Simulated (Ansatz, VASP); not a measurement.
# HfSi (HfSi (Pnma)): VASP beside Ansatz, part 2 of 2

One calculation is typed for both programs; each brings its own data sets. How far apart do they land? The cell is taken from a series of runs on this material, whose earlier steps may have relaxed, scaled, displaced or heated it; both programs get it as it stands.

VASP 6.6.1 and Ansatz 0.2.0.

So far: Set-up; Ansatz: relaxation of cell and atoms, r2SCAN.

## 3. VASP: relaxation of cell and atoms, r2SCAN

Level of this step: r2SCAN; plane waves and PAW (Hf_pv, Si) (VASP).

The same cell, functional, mesh and smearing now go to VASP, with its own data sets.

Lines of VASP's logs that name or quote its potential files are left out, and so is its time.

The input, INCAR:

```
SYSTEM = HfSi
PREC = Accurate
ENCUT = 550
EDIFF = 1E-07
NELM = 120
ISMEAR = -1
SIGMA = 0.05
LREAL = .FALSE.
ALGO = Normal
METAGGA = R2SCAN
LASPH = .TRUE.
NBANDS = 36
LORBIT = 11
LWAVE = .FALSE.
LCHARG = .FALSE.
ISIF = 3
IBRION = 2
NSW = 80
EDIFFG = -0.005
GGA_COMPAT = .FALSE.
NELMIN = 4
LMIXTAU = .TRUE.
KPAR = 2
```

The input, POSCAR:

```
HfSi
1.0
    6.8623970000      0.0000000000      0.0000000000
    0.0000000000      3.7682260000      0.0000000000
    0.0000000000      0.0000000000      5.2234470000
Hf Si
4 4
Direct
    0.6751441224      0.2499998673      0.3743924750
    0.3248558048      0.7499998673      0.6256076208
    0.8248558048      0.7499998673      0.8743924750
    0.1751441224      0.2499998673      0.1256076208
    0.5431242174      0.2499998673      0.8608705134
    0.4568757098      0.7499998673      0.1391295825
    0.9568757098      0.7499998673      0.3608705134
    0.0431242174      0.2499998673      0.6391295825
```

The input, KPOINTS:

```
Automatic mesh
0
Gamma
6 10 8
0 0 0
```

Potentials, in the order of the species: Hf_pv and Si (PBE family, release 64).

Run with:

```bash
$ mpirun -np 2 vasp_std
```

Numbers of over 12 decimals in the logs are rounded to 6 here.

Output:

```text
[banner, memory and clock lines left out]
running    2 mpi-ranks, on    1 nodes
 distrk:  each k-point on    1 cores,    2 groups
 distr:  one band on    1 cores,    1 groups

 POSCAR found type information on POSCAR HfSi
 POSCAR found :  2 types and       8 ions
|                                                                             |
|               ----> ADVICE to this user running VASP <----                  |
|                                                                             |
|     You enforced a specific xc type in the INCAR file but a different       |
|     [... a line on the potential file left out ...]
|     I HOPE YOU KNOW WHAT YOU ARE DOING!                                     |
|                                                                             |

 LDA part: xc-table for (None), standard interpolation
 POSCAR, INCAR and KPOINTS ok, starting setup
 FFT: planning ... GRIDC
 FFT: planning ... GRID_SOFT
 FFT: planning ... GRID
 WAVECAR not read
 entering main loop
       N       E                     dE             d eps       ncg     rms          rms(c)
DAV:   1     0.687433273512E+02    0.68743E+02   -0.31149E+04  8648   0.158E+03
DAV:   2    -0.220435474244E+03   -0.28918E+03   -0.28138E+03 10176   0.355E+02
DAV:   3    -0.235941287067E+03   -0.15506E+02   -0.15210E+02 11176   0.537E+01
DAV:   4    -0.236255416642E+03   -0.31413E+00   -0.31248E+00 10888   0.826E+00
DAV:   5    -0.236259976564E+03   -0.45599E-02   -0.45517E-02 10684   0.973E-01    0.102E+02
DAV:   6    -0.225213357803E+03    0.11047E+02   -0.53773E+00 10276   0.111E+01    0.590E+01
DAV:   7    -0.217153484799E+03    0.80599E+01   -0.51740E+00 10496   0.126E+01    0.397E+00
DAV:   8    -0.224308262338E+03   -0.71548E+01   -0.45824E+00  9484   0.106E+01    0.149E+01
DAV:   9    -0.223669845894E+03    0.63842E+00   -0.35608E-01 10560   0.391E+00    0.162E+00
DAV:  10    -0.222484040520E+03    0.11858E+01   -0.44005E-01  8964   0.546E+00    0.246E+00
DAV:  11    -0.222535006621E+03   -0.50966E-01   -0.50077E-02 10656   0.112E+00    0.233E+00
DAV:  12    -0.222536723470E+03   -0.17168E-02   -0.33084E-03 10944   0.247E-01    0.176E+00
DAV:  13    -0.222545066946E+03   -0.83435E-02   -0.29867E-02  9384   0.116E+00    0.970E-01
DAV:  14    -0.222545213080E+03   -0.14613E-03   -0.24229E-03 10252   0.288E-01    0.166E-01
DAV:  15    -0.222547195051E+03   -0.19820E-02   -0.49799E-04 10404   0.107E-01    0.624E-02
DAV:  16    -0.222549849202E+03   -0.26542E-02   -0.19116E-03  9164   0.319E-01    0.991E-02
DAV:  17    -0.222549838100E+03    0.11102E-04   -0.81632E-05 10728   0.565E-02    0.162E-02
DAV:  18    -0.222549838441E+03   -0.34043E-06   -0.98283E-06 10228   0.186E-02    0.279E-02
DAV:  19    -0.222549845941E+03   -0.75008E-05   -0.27752E-06 10452   0.101E-02    0.422E-02
DAV:  20    -0.222549838871E+03    0.70708E-05   -0.29607E-06 10624   0.105E-02    0.289E-02
DAV:  21    -0.222549843460E+03   -0.45898E-05   -0.77739E-06  9676   0.181E-02    0.655E-03
DAV:  22    -0.222549843689E+03   -0.22906E-06   -0.51105E-07  8732   0.493E-03    0.541E-03
DAV:  23    -0.222549843741E+03   -0.51956E-07   -0.88050E-08  5284   0.194E-03
   1 F= -.22254984E+03 E0= -.22254291E+03  d E =-.222550E+03
[...]
2 F= -.22255013E+03 E0= -.22254325E+03  d E =-.288161E-03
[...]
3 F= -.22255015E+03 E0= -.22254329E+03  d E =-.307657E-03
[...]
4 F= -.22255018E+03 E0= -.22254334E+03  d E =-.315181E-04
[...]
5 F= -.22255018E+03 E0= -.22254334E+03  d E =-.319053E-04
 curvature:  -0.54 expect dE=-0.229E-04 dE for cont linesearch -0.142E-07
 trial: gam= 0.57445 g(F)=  0.194E-04 g(S)=  0.232E-04 ort = 0.146E-05 (trialstep = 0.106E+01)
 search vector abs. value=  0.710E-04
 bond charge predicted
       N       E                     dE             d eps       ncg     rms          rms(c)
DAV:   1    -0.222550200581E+03   -0.17235E-04   -0.45360E-03  8656   0.376E-01    0.118E-01
DAV:   2    -0.222550216511E+03   -0.15930E-04   -0.28672E-04 10132   0.852E-02    0.305E-02
DAV:   3    -0.222550211083E+03    0.54282E-05   -0.13376E-05 10712   0.184E-02    0.154E-02
DAV:   4    -0.222550208873E+03    0.22096E-05   -0.45231E-06 10524   0.114E-02    0.988E-03
DAV:   5    -0.222550207950E+03    0.92352E-06   -0.88868E-07 10072   0.635E-03    0.604E-03
DAV:   6    -0.222550207721E+03    0.22811E-06   -0.67313E-07  9744   0.585E-03    0.232E-03
DAV:   7    -0.222550207826E+03   -0.10457E-06   -0.15209E-07  5468   0.294E-03    0.968E-04
DAV:   8    -0.222550207836E+03   -0.10084E-07   -0.22466E-08  4852   0.104E-03
   6 F= -.22255021E+03 E0= -.22254337E+03  d E =-.245322E-04
 trial-energy change:   -0.000025  1 .order   -0.000023   -0.000046   -0.000001
 step:   1.0767(harm=  1.0798)  dis= 0.00060  next Energy=  -222.550208 (dE=-0.245E-04)
 reached required accuracy - stopping structural energy minimisation
```

Parts of OUTCAR (step 3):

```text
ion  position               nearest neighbor table
   1  0.675  0.250  0.374-   5 2.70   7 2.70   7 2.70   6 2.70   6 2.70   5 2.83   8 2.88   2 3.32
                             2 3.32   3 3.38   3 3.38   3 3.38   3 3.38   4 3.67   4 3.67
   2  0.325  0.750  0.626-   6 2.70   8 2.70   8 2.70   5 2.70   5 2.70   6 2.83   7 2.88   1 3.32
                             1 3.32   4 3.38   4 3.38   4 3.38   4 3.38   3 3.67   3 3.67
   3  0.825  0.750  0.874-   7 2.70   5 2.70   5 2.70   8 2.70   8 2.70   7 2.83   6 2.88   4 3.32
                             4 3.32   1 3.38   1 3.38   1 3.38   1 3.38   2 3.67   2 3.67
   4  0.175  0.250  0.126-   8 2.70   6 2.70   6 2.70   7 2.70   7 2.70   8 2.83   5 2.88   3 3.32
                             3 3.32   2 3.38   2 3.38   2 3.38   2 3.38   1 3.67   1 3.67
   5  0.543  0.250  0.861-   6 2.45   6 2.45   1 2.70   3 2.70   3 2.70   2 2.70   2 2.70   1 2.83
                             4 2.88
   6  0.457  0.750  0.139-   5 2.45   5 2.45   2 2.70   4 2.70   4 2.70   1 2.70   1 2.70   2 2.83
                             3 2.88
   7  0.957  0.750  0.361-   8 2.45   8 2.45   3 2.70   1 2.70   1 2.70   4 2.70   4 2.70   3 2.83
                             2 2.88
   8  0.043  0.250  0.639-   7 2.45   7 2.45   4 2.70   2 2.70   2 2.70   3 2.70   3 2.70   4 2.83
                             1 2.88

  LATTYP: Found a simple orthorhombic cell.
 ALAT       =     3.7682260000
 B/A-ratio  =     1.3861819859
 C/A-ratio  =     1.8211213977

 Subroutine GETGRP returns: Found  8 space group operations
 (whereof  2 operations were pure point group operations)

The static configuration has the point symmetry S_2 .
 The point group associated with its full space group is D_2h.

 Found    120 irreducible k-points:

   k-points           NKPTS =    120   k-points in BZ     NKDIM =    120   number of bands    NBANDS=     36

   dimension x,y,z NGX =    54 NGY =   30 NGZ =   40
   dimension x,y,z NGXF=   108 NGYF=   60 NGZF=   80

   ENCUT  =  550.0 eV  40.42 Ry    6.36 a.u.  13.12  7.21  9.99*2*pi/ulx,y,z

   NELECT =      56.0000    total number of electrons

 k-points in reciprocal lattice and weights: Automatic mesh
   0.00000000  0.00000000  0.00000000       0.002
   0.16666667  0.00000000  0.00000000       0.004
   0.33333333  0.00000000  0.00000000       0.004
   0.50000000  0.00000000  0.00000000       0.002
   0.00000000  0.10000000  0.00000000       0.004
   0.16666667  0.10000000  0.00000000       0.008
   0.33333333  0.10000000  0.00000000       0.008
   0.50000000  0.10000000  0.00000000       0.004
   0.00000000  0.20000000  0.00000000       0.004
[...]
0.33333333  0.50000000  0.50000000       0.004
   0.50000000  0.50000000  0.50000000       0.002

 average (electrostatic) potential at core
       1 -40.3352       2 -40.3352       3 -40.3352       4 -40.3352       5 -84.7000
       6 -84.7000       7 -84.7000       8 -84.7000

 E-fermi :   7.5941

 k-point     1 :       0.0000    0.0000    0.0000
  band No.  band energies     occupation
    ...
     24       5.1017      2.00000
     25       6.7389      2.00000
     26       6.9994      1.99999
     27       7.2806      1.99623
     28       7.3549      1.98341
     29       7.9462      0.00175
     30       8.2979      0.00000
     31       8.5747      0.00000
     32       8.9236      0.00000
     33       8.9648      0.00000
    ...

 k-point     2 :       0.1667    0.0000    0.0000
  band No.  band energies     occupation
    ...
     23       4.7901      2.00000
     24       5.0456      2.00000
     25       6.7407      2.00000
     26       6.8281      2.00000
     27       6.9647      1.99999
     28       7.7051      0.19621
     29       7.7181      0.15472
     30       8.1744      0.00002
     31       8.4678      0.00000
     32       8.6734      0.00000
    ...

 k-point     3 :       0.3333    0.0000    0.0000
  band No.  band energies     occupation
    ...
     24       5.0405      2.00000
     25       6.5809      2.00000
     26       6.7016      2.00000
     27       6.8067      2.00000
     28       7.3133      1.99276
     29       7.7751      0.05224
     30       8.1800      0.00002
     31       8.3644      0.00000
     32       8.4041      0.00000
     33       9.8780      0.00000
    ...

  Total       -0.0225676     -0.0387701      0.0044588      0.0000000     -0.0000000      0.0000000
  in kB       -0.2676188     -0.4597566      0.0528748      0.0000000     -0.0000000      0.0000000
  external PRESSURE =      -0.2248335 kB  Pullay stress =       0.0000000 kB

  energy-cutoff  :      550.00
  volume of cell :      135.11
      direct lattice vectors                 reciprocal lattice vectors
     6.858803925  0.000000000  0.000000000     0.145798015  0.000000000  0.000000000
     0.000000000  3.772800089 -0.000000000     0.000000000  0.265055125 -0.000000000
     0.000000000  0.000000000  5.221170263     0.000000000  0.000000000  0.191527943

 POSITION                                       TOTAL-FORCE (eV/Angst)
 -----------------------------------------------------------------------------------
      4.63312      0.94320      1.95301         0.004768     -0.000000     -0.000438
      2.22568      2.82960      3.26816        -0.004768      0.000000      0.000438
      5.65508      2.82960      4.56359        -0.004768     -0.000000     -0.000438
      1.20372      0.94320      0.65758         0.004768      0.000000      0.000438
      3.72347      0.94320      4.49575        -0.000145     -0.000000     -0.003124
      3.13533      2.82960      0.72542         0.000145      0.000000      0.003124
      6.56473      2.82960      1.88517         0.000145     -0.000000     -0.003124
      0.29407      0.94320      3.33600        -0.000145      0.000000      0.003124
 -----------------------------------------------------------------------------------
    total drift:                                0.000258      0.000289      0.000019

  FREE ENERGIE OF THE ION-ELECTRON SYSTEM (eV)
  ---------------------------------------------------
  free  energy   TOTEN  =      -222.5502078361 eV

  energy  without entropy=     -222.5365397217  energy(sigma->0) =     -222.54337378

 reached required accuracy - stopping structural energy minimisation

 total charge
# of ion       s       p       d       tot
------------------------------------------
    1        0.289   6.451   1.696   8.436
    2        0.289   6.451   1.696   8.436
    3        0.289   6.451   1.696   8.436
    4        0.289   6.451   1.696   8.436
    5        0.737   0.993   0.000   1.730
    6        0.737   0.993   0.000   1.730
    7        0.737   0.993   0.000   1.730
    8        0.737   0.993   0.000   1.730
--------------------------------------------------
tot          4.106  29.775   6.786  40.667

[... 3 further parts left out ...]
```

CONTCAR:

```
HfSi
   1.00000000000000
     6.8588039251130670    0.0000000000000000    0.0000000000000000
     0.0000000000000000    3.7728000886141482   -0.0000000000000000
     0.0000000000000000    0.0000000000000000    5.2211702626489283
  Hf              Si
     4     4
Direct
     0.6754999885698671    0.2499998672999979    0.3740552856493104
     0.3244999386301339    0.7499998672999979    0.6259448101506868
     0.8244999386301339    0.7499998672999979    0.8740552856493105
     0.1754999885698672    0.2499998672999979    0.1259448101506868
     0.5428748569569743    0.2499998672999979    0.8610625590644352
     0.4571250702430268    0.7499998672999979    0.1389375368355639
     0.9571250702430267    0.7499998672999979    0.3610625590644351
     0.0428748569569743    0.2499998672999979    0.6389375368355639
```

The run keeps the 8 symmetry operations of its start, so it cannot find a distortion of lower symmetry.

## 4. Differences

Known differences besides the potentials themselves: VASP keeps PBE cores, Ansatz makes them for the functional; the data sets hold 120 valence electrons in Ansatz (on its default PAW (the set named soft_2) files) and 56 in VASP; the cutoff is 500 eV in Ansatz and 550 eV in VASP; Ansatz adds a Pulay correction to the stress that steers its cell, VASP none. Total energies have different zeros and are not compared.

Compared:

| quantity | Ansatz | VASP | difference |
| --- | --- | --- | --- |
| volume (Å³) | 135.37 | 135.11 | +0.20 % |
| edge a after relaxation, in the typed setting (Å) | 6.863 | 6.859 | +0.07 % |
| edge b after relaxation, in the typed setting (Å) | 3.775 | 3.773 | +0.05 % |
| edge c after relaxation, in the typed setting (Å) | 5.225 | 5.221 | +0.08 % |

## 5. What came out

* difference in volume (relaxation of cell and atoms, r2SCAN): 0.20 %

What this shows: The difference in volume is 0.20 % (relaxation of cell and atoms, r2SCAN), within the 1.2 % picked in this series as the mark of a large difference, as far as the stopping tolerances let one tell. The data sets hold unlike numbers of valence electrons (120 in Ansatz and 56 in VASP), so part of the differences comes from the potentials. How closely two codes agree says nothing of how well the functional describes the real material.

[Lines on the potential files, build, host, timing and source positions are cut from VASP's logs without a mark.]

[Logs are printed without paths, hosts, clocks, repeated set-up lines and the standing remarks that a program may print on its own settings, such as how far it seeks lower states.]

[Hosts, paths, dates, database ids (printed as entryN), source tags and the programs' standing remarks are cut or masked in the printed files.]
